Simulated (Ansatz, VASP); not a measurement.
# LaBi: VASP beside Ansatz

Wanted: the spread between two codes on one cell, functional and k mesh. The cell is a member of a volume series, scaled by 0.96 from a relaxed one, so a pressure remains.

Main program and level: Ansatz 0.2.0; plane waves, with VASP 6.6.1 beside it; single point at r2SCAN.

## Step 1: The starting structure

It takes space group Fm-3m (No. 225, cubic). The conventional cell has a = 6.565 Å, b = 6.565 Å, c = 6.565 Å, α = 90.00°, β = 90.00°, γ = 90.00°. Nearest to La lie 6 Bi at 3.28 Å. Nearest to Bi lie 6 La at 3.28 Å. Farther neighbours are not listed.

Coordinates:

```
La Bi
1.0
     0.00000    3.28268    3.28268
     3.28268    0.00000    3.28268
     3.28268    3.28268    0.00000
La Bi
1 1
Direct
  0.00000 0.00000 0.00000
  0.50000 0.50000 0.50000
```

## Step 2: VASP: single point, r2SCAN, volume scaled by 0.96

A single point gives forces, pressure and levels at one fixed geometry, so differences don't come from the geometry; what else differs is listed under the comparison.

Lines of VASP's logs that name or quote its potential files are left out, and so is its time.

Input file INCAR:

```
SYSTEM = LaBi
PREC = Accurate
ENCUT = 400
EDIFF = 1E-06
NELM = 100
ISMEAR = 1
SIGMA = 0.2
LREAL = .FALSE.
ALGO = Normal
METAGGA = R2SCAN
LASPH = .TRUE.
NBANDS = 19
LORBIT = 11
LWAVE = .FALSE.
LCHARG = .FALSE.
KPAR = 2
ISIF = 2
```

Input file POSCAR:

```
LaBi
1.0
    0.0000000000      3.2826784158      3.2826784158
    3.2826784158      0.0000000000      3.2826784158
    3.2826784158      3.2826784158      0.0000000000
La Bi
1 1
Direct
    0.0000000000      0.0000000000      0.0000000000
    0.5000000000      0.5000000000      0.5000000000
```

Input file KPOINTS:

```
Automatic mesh
0
Gamma
6 6 6
0 0 0
```

The projector-augmented-wave data sets are La and Bi_d (PBE family, release 64).

Launch:

```bash
mpirun -np 2 vasp_std
```

Numbers of over 12 decimals in the logs are rounded to 6 here.

The log of the run:

```text
[banner, memory and clock lines left out]
running    2 mpi-ranks, on    1 nodes
 distrk:  each k-point on    1 cores,    2 groups
 distr:  one band on    1 cores,    1 groups

 POSCAR found type information on POSCAR LaBi
 POSCAR found :  2 types and       2 ions
|                                                                             |
|               ----> ADVICE to this user running VASP <----                  |
|                                                                             |
|     You enforced a specific xc type in the INCAR file but a different       |
|     [... a line on the potential file left out ...]
|     I HOPE YOU KNOW WHAT YOU ARE DOING!                                     |
|                                                                             |

 LDA part: xc-table for (None), standard interpolation
 POSCAR, INCAR and KPOINTS ok, starting setup
 FFT: planning ... GRIDC
 FFT: planning ... GRID_SOFT
 FFT: planning ... GRID
 WAVECAR not read
 entering main loop
       N       E                     dE             d eps       ncg     rms          rms(c)
DAV:   1     0.186160607115E+03    0.18616E+03   -0.10245E+04   624   0.160E+03
DAV:   2    -0.681956268518E+02   -0.25436E+03   -0.24729E+03   752   0.353E+02
DAV:   3    -0.958234007791E+02   -0.27628E+02   -0.27029E+02   830   0.162E+02
DAV:   4    -0.973116728294E+02   -0.14883E+01   -0.14862E+01  1165   0.325E+01
DAV:   5    -0.973767388746E+02   -0.65066E-01   -0.65050E-01   880   0.507E+00    0.344E+00
DAV:   6    -0.908160305912E+02    0.65607E+01   -0.19704E+00  1041   0.157E+01    0.195E+00
DAV:   7    -0.908358981887E+02   -0.19868E-01   -0.31355E-01  1016   0.384E+00    0.103E+00
DAV:   8    -0.908546940130E+02   -0.18796E-01   -0.42928E-02  1133   0.172E+00    0.412E-01
DAV:   9    -0.908591691674E+02   -0.44752E-02   -0.23896E-02  1112   0.160E+00    0.105E-01
DAV:  10    -0.908590149272E+02    0.15424E-03   -0.21839E-03  1032   0.449E-01    0.327E-02
DAV:  11    -0.908590212349E+02   -0.63077E-05   -0.15206E-04  1088   0.110E-01    0.156E-02
DAV:  12    -0.908590252780E+02   -0.40432E-05   -0.10676E-04  1008   0.861E-02    0.902E-03
DAV:  13    -0.908590277563E+02   -0.24782E-05   -0.16994E-05  1064   0.354E-02    0.302E-03
DAV:  14    -0.908590260927E+02    0.16635E-05   -0.38427E-06  1024   0.196E-02    0.275E-03
DAV:  15    -0.908590270690E+02   -0.97626E-06   -0.10260E-06   768   0.825E-03
   1 F= -.90859027E+02 E0= -.90859653E+02  d E =0.187863E-02
```

OUTCAR, selected parts (step 2):

```text
ion  position               nearest neighbor table
   1  0.000  0.000  0.000-   2 3.28   2 3.28   2 3.28   2 3.28   2 3.28   2 3.28
   2  0.500  0.500  0.500-   1 3.28   1 3.28   1 3.28   1 3.28   1 3.28   1 3.28

  LATTYP: Found a face centered cubic cell.
 ALAT       =     6.5653568316

 Subroutine GETGRP returns: Found 48 space group operations
 (whereof 48 operations were pure point group operations)

The static configuration has the point symmetry O_h .

 Found     16 irreducible k-points:

   k-points           NKPTS =     16   k-points in BZ     NKDIM =     16   number of bands    NBANDS=     19

   dimension x,y,z NGX =    30 NGY =   30 NGZ =   30
   dimension x,y,z NGXF=    60 NGYF=   60 NGZF=   60

   ENCUT  =  400.0 eV  29.40 Ry    5.42 a.u.   7.57  7.57  7.57*2*pi/ulx,y,z

   NELECT =      26.0000    total number of electrons

 k-points in reciprocal lattice and weights: Automatic mesh
   0.00000000  0.00000000  0.00000000       0.005
   0.16666667  0.00000000  0.00000000       0.037
   0.33333333  0.00000000  0.00000000       0.037
   0.50000000  0.00000000  0.00000000       0.019
   0.16666667  0.16666667  0.00000000       0.028
   0.33333333  0.16666667  0.00000000       0.111
   0.50000000  0.16666667  0.00000000       0.111
  -0.33333333  0.16666667  0.00000000       0.111
  -0.16666667  0.16666667  0.00000000       0.056
[...]
-0.33333333  0.33333333  0.16666667       0.111
  -0.33333333  0.50000000  0.16666667       0.056

 average (electrostatic) potential at core
       1-103.0675       2-109.2110

 E-fermi :   6.9814

 k-point     1 :       0.0000    0.0000    0.0000
  band No.  band energies     occupation
    ...
      6     -15.2121      2.00000
      7     -10.1850      2.00000
      8     -10.1850      2.00000
      9     -10.1850      2.00000
     10      -3.9666      2.00000
     11       7.1669     -0.03175
     12       7.1669     -0.03175
     13       7.1669     -0.03175
     14       8.3915     -0.00000
     15       8.3915     -0.00000
    ...

 k-point     2 :       0.1667    0.0000    0.0000
  band No.  band energies     occupation
    ...
      9     -10.1733      2.00000
     10      -3.7090      2.00000
     11       5.8046      2.00000
     12       6.3714      2.00014
     13       6.3714      2.00014
     14       8.4705     -0.00000
     15       8.6746     -0.00000
     16       8.6746     -0.00000
     17       9.3133     -0.00000
     18       9.3393     -0.00000
    ...

 k-point     3 :       0.3333    0.0000    0.0000
  band No.  band energies     occupation
    ...
      9     -10.1499      2.00000
     10      -3.1605      2.00000
     11       4.1870      2.00000
     12       5.4729      2.00000
     13       5.4729      2.00000
     14       8.7317     -0.00000
     15       9.1235     -0.00000
     16       9.1235     -0.00000
     17       9.4149     -0.00000
     18       9.4177     -0.00000
    ...

  Total        1.0263734      1.0263734      1.0263734     -0.0000000      0.0000000      0.0000000
  in kB       23.2434693     23.2434693     23.2434693     -0.0000000      0.0000000      0.0000000
  external PRESSURE =      23.2434693 kB  Pullay stress =       0.0000000 kB

  energy-cutoff  :      400.00
  volume of cell :       70.75
      direct lattice vectors                 reciprocal lattice vectors
     0.000000000  3.282678416  3.282678416    -0.152314646  0.152314646  0.152314646
     3.282678416  0.000000000  3.282678416     0.152314646 -0.152314646  0.152314646
     3.282678416  3.282678416  0.000000000     0.152314646  0.152314646 -0.152314646

 POSITION                                       TOTAL-FORCE (eV/Angst)
 -----------------------------------------------------------------------------------
      0.00000      0.00000      0.00000         0.000000      0.000000      0.000000
      3.28268      3.28268      3.28268        -0.000000     -0.000000     -0.000000
 -----------------------------------------------------------------------------------
    total drift:                               -0.000000     -0.000000     -0.000000

  FREE ENERGIE OF THE ION-ELECTRON SYSTEM (eV)
  ---------------------------------------------------
  free  energy   TOTEN  =       -90.8590270690 eV

  energy  without entropy=      -90.8609056970  energy(sigma->0) =      -90.85965328

 total charge
# of ion       s       p       d       f       tot
--------------------------------------------------
    1        1.987   5.676   0.663   0.115   8.442
    2        1.394   1.807   9.860   0.000  13.061
--------------------------------------------------
tot          3.382   7.483  10.523   0.115  21.503

[... 3 further parts left out ...]
```

The scan keeps the cell's shape and the fractional positions fixed.

## Step 3: Ansatz: single point, r2SCAN, volume scaled by 0.96

Ansatz runs on its default PAW (the set named soft_2) files.

The same cell, functional, mesh and smearing now go to Ansatz, which takes its cutoff from its data sets.

Input file input.yaml:

```yaml
crystal:
  lattice:
    - [0.0, 3.2826784158, 3.2826784158]
    - [3.2826784158, 0.0, 3.2826784158]
    - [3.2826784158, 3.2826784158, 0.0]
  atoms:
    - { symbol: La, position: [0.0, 0.0, 0.0] }
    - { symbol: Bi, position: [0.5, 0.5, 0.5] }
hamiltonian:
  xc: r2scan
  pseudopotentials: { kind: paw }
kpoints:
  mp_grid: { grid: [6, 6, 6] }
scf:
  occupations: { method: methfessel_paxton, width: 0.2 }
  n_extra_bands: 4
output:
  forces: true
  stress: true
  eigenvalues: true
  write_density: true
  write_potential: true
  elf: true
  volumetric_format: npy
```

Launch:

```bash
ansatz run input.yaml --threads 2 --pin off --max-ram 4608MiB --backend cpu --events-out ev --progress --plain --runs-dir out
```

The log of the run:

```text
scf.n_extra_bands = 4 over 13 filled bands (N_el = 26.0): the run solves 17 bands
Engine: ansatz 0.2.0, aarch64-unknown-linux-gnu
Pseudopotentials: kind: paw
Pseudopotential: La, paw, valence charge 11, recommended cutoff 500 eV (meta_gga), La.paw.azcp
Pseudopotential: Bi, paw, valence charge 15, recommended cutoff 500 eV (meta_gga), Bi.paw.azcp
Functional definition: r2SCAN
  parameter k0 = 0.174
  parameter k1 = 0.065
  parameter a1 = 4.9479
  exchange = r2scan_x(k0 = k0, k1 = k1, a1 = a1)
  correlation = r2scan_c
Crystal: 2 atoms, lattice volume = 70.748 Å³
Basis set: ecut = 500 eV, 1807 PW (Γ), exchange–correlation on 144×144×144 points (64 copies of the dense FFT grid, shifted against one another)
Bands: 17, of which v1, the nominal top of the filled ones, is band 13 counted from 1 (12 counted from 0)
Symmetry: 48 space group operations
Space group: Fm-3m (ITA 225), of the structure as read, at distance tolerance 4.1e-5 Å
k-points: 16 of 216
Non-local potential: La, projectors of the file, l = 0: 3, l = 1: 2, l = 2: 2, l = 3: 3
Non-local potential: Bi, projectors of the file, l = 0: 2, l = 1: 2, l = 2: 2, l = 3: 2
PAW form: soft (Blöchl's): semilocal exchange-correlation on the pseudo side does not see the compensation charge
PAW frozen core: La, regenerated for the run's functional (the file was generated under x = pbe(κ = 0.804, μ = 0.219515), c = pbe(β = 0.066725))
PAW frozen core: Bi, regenerated for the run's functional (the file was generated under x = pbe(κ = 0.804, μ = 0.219515), c = pbe(β = 0.066725))
PAW one-centre angular grid: La, 974 points (default); XC on 160 Gauss nodes
PAW one-centre angular grid: Bi, 590 points (default); XC on 160 Gauss nodes
Initial density: superposition of atomic densities (neutral atoms: chi_scale 0, normalization atom), corrected by the library's trained network
Initial wavefunctions: pseudopotential atomic-orbital guess
Functional: x = r2scan, c = r2scan; τ floored in thin density (d = 2e-4 eV/Å³)
SCF iter   1: F=—  HF=-18678.308372 eV  |F-HF|=—  |Δ(HF+E_count)|=         —  Δρ=8.41e-3  dr2=1.11e-1  dr2_τ=5.97e-3  ethr=1.77e-3  ⟨swp⟩=4.1  Hψ=1152  notcnv=0
preconditioner: auto → none  [insulator: Δε(μ)=0.271 eV  Ē_g=6.256 eV  σ=0.200 eV  W_gap=0.88  n_scr=14 (ndim 8)  ℏωp=12.5 eV  f_vac=0.000  D(μ)=0.12/eV (n_scr^D=0)  ε∞_Penn≈5.0]
SCF iter   2: F=—  HF=-18678.328762 eV  |F-HF|=—  |Δ(HF+E_count)|=   2.04e-2  S|Δr|=    0.00e0  Δρ=2.63e-3  dr2=8.10e-3  dr2_τ=1.61e-3  ethr=4.26e-4  ⟨swp⟩=2.9  Hψ=716  notcnv=0
SCF iter   3: F=—  HF=-18678.327144 eV  |F-HF|=—  |Δ(HF+E_count)|=   1.62e-3  S|Δr|=    0.00e0  Δρ=1.28e-3  dr2=6.85e-4  dr2_τ=4.22e-5  ethr=3.12e-5  ⟨swp⟩=2.0  Hψ=520  notcnv=0
SCF iter   4: F=—  HF=-18678.327851 eV  |F-HF|=—  |Δ(HF+E_count)|=   7.06e-4  S|Δr|=    0.00e0  Δρ=3.17e-4  dr2=8.76e-5  dr2_τ=2.32e-6  ethr=2.64e-6  ⟨swp⟩=2.0  Hψ=475  notcnv=0
SCF iter   5: F=—  HF=-18678.327825 eV  |F-HF|=—  |Δ(HF+E_count)|=   2.59e-5  S|Δr|=    0.00e0  Δρ=7.83e-5  dr2=6.43e-6  dr2_τ=5.62e-8  ethr=3.37e-7  ⟨swp⟩=2.0  Hψ=459  notcnv=0
SCF iter   6: F=—  HF=-18678.327822 eV  |F-HF|=—  |Δ(HF+E_count)|=   2.14e-6  S|Δr|=    0.00e0  Δρ=2.34e-5  dr2=6.90e-7  dr2_τ=1.39e-8  ethr=2.47e-8  ⟨swp⟩=2.0  Hψ=481  notcnv=0
SCF iter   7: F=-18678.327822 eV  HF=-18678.327822 eV  |F-HF|=6.36e-9  |Δ(HF+E_count)|=   5.24e-8  S|Δr|=    0.00e0  Δρ=2.87e-6  dr2=1.10e-8  dr2_τ=2.50e-10  ethr=3.85e-10  ⟨swp⟩=11.5  Hψ=2516  notcnv=0
SCF 1 converged in 7 iterations: F = -18678.327822 eV  dr2 = 1.10e-8
  greatest PAW one-centre occupation: 0.984 electrons in one spin orbital (limit 2), on the Bi atom at site 1 (counted from 0), in its partial waves of l = 2
SCF converged after 7 iterations
Stability not checked: this state was not tested for a lower state beside it, because cold or Methfessel-Paxton smearing, or corrected tetrahedra, fill the levels in a way that the test cannot read (fill_not_monotonic; see scf.lower_state_search)
Free energy (F): -18678.327822 eV
Harris-Foulkes:  -18678.327822 eV  (|F-HF|=6.36e-9)
Internal energy: -18678.329790 eV  (E = F + TS)
E sigma→0 (E₀):  -18678.328314 eV
Entropy (-TS):   0.001967 eV (0.984 meV/atom)
Fermi energy:    10.302455 eV
Step filling:    the computed levels leave a gap of 0.2606 eV = 1.3 smearing widths at the electron count; against every level under it full and every level over it empty, smearing changes F+E_penalty+E_count by +0.939 meV and its σ→0 estimate by +0.447 meV
--- Per-component energies (eV) ---
  E_band       = -156.684160
  E_kinetic    = 495.365336
  E_local      = -1938.644074  (includes V_loc(G=0)·N_el)
  E_nonlocal   = 652.557878
  E_hartree    = 645.668090
  E_xc         = -272.695041
  E_vxc        = -316.204755  (∫ρ·V_xc dr)
  E_paw        = -16127.495734  (= ΣΔE_a)
  E_vpaw       = -359.874967  (= ΣTr[D̂ρ^β])
  E_aug_tail   = -0.000251  (compensation charges beyond the density's cutoff)
  E_vtau       = 18.782303  (kinetic-family band-sum trace: ∫τ·v_τ [+ j·A + Jᵃ·Aᵃ] dr)
  E_ewald      = -2134.030053
  E_core_change = 0.944060  (= ΣΔE_core)
  E_smearing   = 0.001967  (= −TS)
  E_closure    = 0.000000  (closes the sum)
  Σ components = -18678.327822   (vs F -18678.327822, Δ=0.00e0)
--- Forces (eV/Å), atoms counted from 1 ---
  atom   1  La    -0.00000000    -0.00000000    -0.00000000
  atom   2  Bi     0.00000000     0.00000000     0.00000000
  max |Σ_I F_I| component: 8.24e-29 eV/Å
--- Stress (GPa, compression-positive) ---
        2.472291       0.000000       0.000000
       -0.000000       2.472291      -0.000000
        0.000000       0.000000       2.472291
  P = ⅓ Tr σ = 2.4723 GPa (24.723 kbar)
--- Band table (eV; the first three rows and the last of 16) ---
  k-point 0: bands = [... 9 lower, -0.6123, 10.4871, 10.4871, 10.4871, 11.7157, 11.7157, 11.7157, 12.3892]
  k-point 1: bands = [... 9 lower, -0.3524, 9.1332, 9.6970, 9.6970, 11.7804, 11.9921, 11.9921, 12.5863]
  k-point 2: bands = [... 9 lower, 0.2012, 7.5159, 8.7995, 8.7995, 12.0296, 12.4102, 12.4102, 12.6838]
  k-point 15: bands = [... 9 lower, 0.0198, 8.5946, 8.6776, 8.9980, 11.5759, 12.4440, 12.5899, 12.6203]
```

Elapsed: 3.1 s, on 2 threads of Arm Neoverse V1, shared host; peak memory 0.54 GiB; 5.9 s of CPU time.

The column dr2 measures how far the density is from self-consistency, as an energy; F and HF (Harris–Foulkes) agree once it is small.

The run ends at a pressure of 2.47 GPa.

## Step 4: Differences

Known differences besides the potentials themselves: VASP keeps PBE cores, Ansatz makes them for the functional; the cutoff is 500 eV in Ansatz and 400 eV in VASP. Total energies have different zeros and are not compared.

The two programs side by side:

```csv
quantity,Ansatz,VASP,difference
pressure (GPa),2.47,2.32,+0.15
```

Ansatz's pressure holds a Pulay correction of 0.03 GPa; VASP's holds none.

## Step 5: What came out

```
difference in pressure (single point, r2SCAN, volume scaled by 0.96) : 0.15 GPa
```

What this shows: The difference in pressure is 0.15 GPa (single point, r2SCAN, volume scaled by 0.96), within the 1 GPa picked in this series as the mark of a large difference. Such differences can come from data sets, numerical settings and the points named under the comparisons, not from the functional's error against experiment.

[Lines on the potential files, build, host, timing and source positions are cut from VASP's logs without a mark.]

[Logs are printed without paths, hosts, clocks, repeated set-up lines and the standing remarks that a program may print on its own settings, such as how far it seeks lower states.]

[Hosts, paths, dates, database ids (printed as entryN), source tags and the programs' standing remarks are cut or masked in the printed files.]
